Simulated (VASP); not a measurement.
OSZICAR of a VASP run on Al (space group Fm-3m):

File OSZICAR:
```
       N       E                     dE             d eps       ncg     rms          rms(c)
DAV:   1    -0.278956789933E+01   -0.27896E+01   -0.55214E+02   660   0.179E+02
DAV:   2    -0.404640993626E+01   -0.12568E+01   -0.11062E+01   745   0.211E+01
DAV:   3    -0.405481463185E+01   -0.84047E-02   -0.84022E-02   725   0.201E+00
DAV:   4    -0.405483274525E+01   -0.18113E-04   -0.18113E-04   790   0.871E-02
DAV:   5    -0.405483280588E+01   -0.60630E-07   -0.60995E-07   730   0.442E-03    0.125E+00
DAV:   6    -0.403871872998E+01    0.16114E-01   -0.29847E-03   690   0.335E-01    0.713E-01
DAV:   7    -0.402792801749E+01    0.10791E-01   -0.80270E-03   650   0.529E-01    0.149E-01
DAV:   8    -0.402791240041E+01    0.15617E-04   -0.35381E-05   705   0.616E-02    0.520E-03
DAV:   9    -0.402791164778E+01    0.75263E-06   -0.75234E-07   665   0.526E-03
   1 F= -.40279116E+01 E0= -.40156737E+01  d E =-.244758E-01
```

Which electronic solver shows in the log?

It is blocked Davidson (ALGO = Normal, or the opening steps of other solvers). The INCAR had ALGO = Normal.

Can the final energy be trusted as converged?

The calculation finished and met its thresholds. It stopped with EDIFF = 1E-6, NELM = 100 (PBEsol GGA, plane waves, VASP's PBE PAW potentials (set 64)).

The structure comes from a computed database's Al entry; how it stands against other phases isn't given here. The cell was not relaxed at this level, and its volume differs by +9.3 % from the start's.
